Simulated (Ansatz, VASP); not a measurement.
TiPd in VASP and in Ansatz

INCAR

```
PREC = Accurate
ENCUT = 520
EDIFF = 1E-7
ISMEAR = 0
SIGMA = 0.15
LREAL = F
LASPH = T
NELM = 100
ALGO = Fast
ISIF = 2
LWAVE = F
LCHARG = F
NBANDS = 18
```

Contents of KPOINTS:

```
Automatic mesh
0
Gamma
  16 16 12
```

The input POSCAR:

```
TiPd
1.0
    2.7302677688      0.0000000000      0.0000000000
    0.0000000000      2.7302677688      0.0000000000
    0.0000000000      0.0000000000      3.8657642400
Ti Pd
1 1
Direct
    0.0000000000      0.0000000000      0.0000000000
    0.5000000000      0.5000000000      0.5000000000
```

Input for Ansatz:

```yaml
crystal:
  lattice:
    - [2.7302677688, 0.0, 0.0]
    - [0.0, 2.7302677688, 0.0]
    - [0.0, 0.0, 3.86576424]
  atoms:
    - { symbol: Ti, position: [0.0, 0.0, 0.0] }
    - { symbol: Pd, position: [0.5, 0.5, 0.5] }
basis:
  ecutwfc: 420
kpoints:
  mp_grid: { grid: [16, 16, 12] }
hamiltonian:
  xc: lda
scf:
  occupations: { method: gaussian, width: 0.15 }
output:
  forces: true
  stress: true
  eigenvalues: true
```

Change from the starting cell: strain -0.0300 x Voigt [1, 1, 0, 0, 0, 0], atoms carried along.

Alike in both runs: task single point; functional LDA; k mesh 16 × 16 × 12; occupations gaussian, width 0.15 eV; no spin polarisation.

|  | VASP | Ansatz |
| --- | --- | --- |
| version | VASP 6.6.1 | Ansatz 0.2.0 |
| potentials or method | VASP PAW LDA potentials, release 64 (Ti_sv, Pd) | scalar-relativistic, plane waves, PAW |
| plane-wave cutoff (eV) | 520 | 420 |
| valence electrons in the cell | 22 | 30 |

Ansatz gave:

```
gap on the k mesh at the Fermi level (eV)       : none
pressure (GPa)                                  : 1.1
largest component of the traceless stress (GPa) : 2.38
```

Problem. Which values does VASP return?

Solution. gap on the k mesh at the Fermi level (eV): none; pressure (GPa): 1.4; largest component of the traceless stress (GPa): 2.29.

A gap of «none» marks a metal or a gap that the smearing closes. The two sets of potentials don't hold the same shells in valence.
